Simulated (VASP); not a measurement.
```yaml
crystal:
  lattice:
    - [4.69327, -8.12898, 0.00000]
    - [4.69327, 8.12898, 0.00000]
    - [0.00000, 0.00000, 10.01920]
  atoms:
    - { symbol: Al, position: [0.22334, 0.11229, 0.25001] }
    - { symbol: Al, position: [0.11038, 0.22177, 0.00089] }
    - { symbol: Al, position: [0.22021, 0.10986, 0.75205] }
    - { symbol: Al, position: [0.10889, 0.22091, 0.49979] }
    - { symbol: Al, position: [0.22230, 0.44474, 0.24895] }
    - { symbol: Al, position: [0.11125, 0.55548, 0.00036] }
    - { symbol: Al, position: [0.22088, 0.44316, 0.75079] }
    - { symbol: Al, position: [0.11118, 0.55535, 0.50019] }
    - { symbol: Al, position: [0.22240, 0.77794, 0.25003] }
    - { symbol: Al, position: [0.11130, 0.88891, 0.00100] }
    - { symbol: Al, position: [0.22227, 0.77735, 0.75074] }
    - { symbol: Al, position: [0.11116, 0.88794, 0.50078] }
    - { symbol: Al, position: [0.55528, 0.11274, 0.24974] }
    - { symbol: Al, position: [0.44457, 0.22261, 0.99789] }
    - { symbol: Al, position: [0.55594, 0.11003, 0.75160] }
    - { symbol: Al, position: [0.43914, 0.21734, 0.50711] }
    - { symbol: Al, position: [0.55782, 0.44876, 0.24377] }
    - { symbol: Al, position: [0.44409, 0.55561, 0.99718] }
    - { symbol: Al, position: [0.55638, 0.44438, 0.74713] }
    - { symbol: Al, position: [0.43541, 0.55139, 0.50152] }
    - { symbol: Al, position: [0.55485, 0.77682, 0.24871] }
    - { symbol: Al, position: [0.44449, 0.88879, 0.00073] }
    - { symbol: Al, position: [0.55566, 0.77772, 0.75004] }
    - { symbol: Al, position: [0.44330, 0.88788, 0.50070] }
    - { symbol: Al, position: [0.88827, 0.11078, 0.25057] }
    - { symbol: Al, position: [0.77800, 0.22212, 0.00078] }
    - { symbol: Al, position: [0.88820, 0.11039, 0.75005] }
    - { symbol: Al, position: [0.77770, 0.22256, 0.49997] }
    - { symbol: Al, position: [0.88893, 0.44542, 0.24917] }
    - { symbol: Al, position: [0.77893, 0.55620, 0.99704] }
    - { symbol: Al, position: [0.88992, 0.44385, 0.75099] }
    - { symbol: Al, position: [0.78440, 0.55489, 0.50218] }
    - { symbol: Al, position: [0.88908, 0.77722, 0.24914] }
    - { symbol: Al, position: [0.77782, 0.88889, 0.00024] }
    - { symbol: Al, position: [0.88969, 0.77836, 0.75066] }
    - { symbol: Al, position: [0.77692, 0.88662, 0.49988] }
    - { symbol: N, position: [0.22020, 0.10947, 0.44192] }
    - { symbol: N, position: [0.11062, 0.22201, 0.19216] }
    - { symbol: N, position: [0.22119, 0.11072, 0.94243] }
    - { symbol: N, position: [0.11036, 0.22136, 0.69128] }
    - { symbol: N, position: [0.21748, 0.44246, 0.44049] }
    - { symbol: N, position: [0.11147, 0.55613, 0.19123] }
    - { symbol: N, position: [0.22108, 0.44337, 0.94121] }
    - { symbol: N, position: [0.11165, 0.55550, 0.69150] }
    - { symbol: N, position: [0.22244, 0.77761, 0.44171] }
    - { symbol: N, position: [0.11201, 0.88975, 0.19209] }
    - { symbol: N, position: [0.22241, 0.77784, 0.94190] }
    - { symbol: N, position: [0.11153, 0.88869, 0.69182] }
    - { symbol: N, position: [0.55441, 0.11129, 0.44195] }
    - { symbol: N, position: [0.44447, 0.22283, 0.18920] }
    - { symbol: N, position: [0.55598, 0.11065, 0.94217] }
    - { symbol: N, position: [0.44238, 0.21892, 0.69602] }
    - { symbol: N, position: [0.44299, 0.55694, 0.18695] }
    - { symbol: N, position: [0.55603, 0.44484, 0.93934] }
    - { symbol: N, position: [0.44289, 0.55523, 0.69263] }
    - { symbol: N, position: [0.55399, 0.77538, 0.44105] }
    - { symbol: N, position: [0.44486, 0.88985, 0.19216] }
    - { symbol: N, position: [0.55592, 0.77853, 0.94084] }
    - { symbol: N, position: [0.44441, 0.88845, 0.69142] }
    - { symbol: N, position: [0.88651, 0.10899, 0.44182] }
    - { symbol: N, position: [0.77764, 0.22241, 0.19219] }
    - { symbol: N, position: [0.88862, 0.11085, 0.94163] }
    - { symbol: N, position: [0.77740, 0.22189, 0.69138] }
    - { symbol: N, position: [0.89239, 0.44388, 0.44080] }
    - { symbol: N, position: [0.78080, 0.55754, 0.18653] }
    - { symbol: N, position: [0.88954, 0.44367, 0.94143] }
    - { symbol: N, position: [0.78096, 0.55658, 0.69405] }
    - { symbol: N, position: [0.89023, 0.77782, 0.44124] }
    - { symbol: N, position: [0.77755, 0.88863, 0.19176] }
    - { symbol: N, position: [0.88984, 0.77924, 0.94127] }
    - { symbol: N, position: [0.77748, 0.88812, 0.69106] }
    - { symbol: C, position: [0.55903, 0.44590, 0.43947] }
```

These are HSE06 screened hybrid, VASP's PBE PAW potentials (set 64) (plane waves; VASP) values and carry that method's errors. Settings: PREC = Normal, LREAL = Auto, ISYM = 0, EDIFF = 1E-5, 400 eV cut-off, 1×1×1 Γ-centred mesh, Gaussian smearing of 0.050 eV, potentials Al N C. Starting moments (MAGMOM): 72*0.0139. The cell's moment is fixed (NUPDOWN = 1).

The supercell is sampled at Γ alone, which is coarse: total energies, pressure and levels can be off, energies of defects by several tenths of an eV.

Question: Predict the cell moment, energy per atom (σ→0).

Answer: 
The cell moment is 1.00 μB and the energy per atom (σ→0) comes out as -8.635 eV/atom.

Question: Give the moment on each site (PAW-sphere projection).

Answer: 
```
site  moment (μB)
----  -----------
Al1          0.00
Al2          0.00
Al3          0.00
Al4          0.00
Al5          0.00
Al6          0.00
Al7          0.00
Al8          0.00
Al9          0.00
Al10         0.00
Al11         0.00
Al12         0.00
Al13         0.00
Al14         0.00
Al15         0.00
Al16         0.03
Al17         0.00
Al18         0.00
Al19         0.00
Al20         0.02
Al21         0.00
Al22         0.00
Al23         0.00
Al24         0.00
Al25         0.00
Al26         0.00
Al27         0.00
Al28         0.00
Al29         0.00
Al30         0.00
Al31         0.00
Al32         0.00
Al33         0.00
Al34         0.00
Al35         0.00
Al36         0.00
N37          0.02
N38          0.00
N39          0.00
N40          0.00
N41          0.00
N42          0.00
N43          0.00
N44          0.00
N45          0.00
N46          0.00
N47          0.00
N48          0.00
N49          0.06
N50          0.02
N51          0.00
N52          0.00
N53          0.00
N54          0.00
N55          0.01
N56          0.06
N57          0.00
N58          0.00
N59          0.00
N60          0.00
N61          0.00
N62          0.00
N63          0.00
N64          0.00
N65          0.00
N66          0.00
N67          0.00
N68          0.03
N69          0.00
N70          0.00
N71          0.00
C72          0.33
```

The absolute energy has meaning only against runs of the same code, potentials and settings.

The cell is a supercell with a defect, built from AlN (wurtzite): C_N. The cell's shape comes from a PBE relaxation.
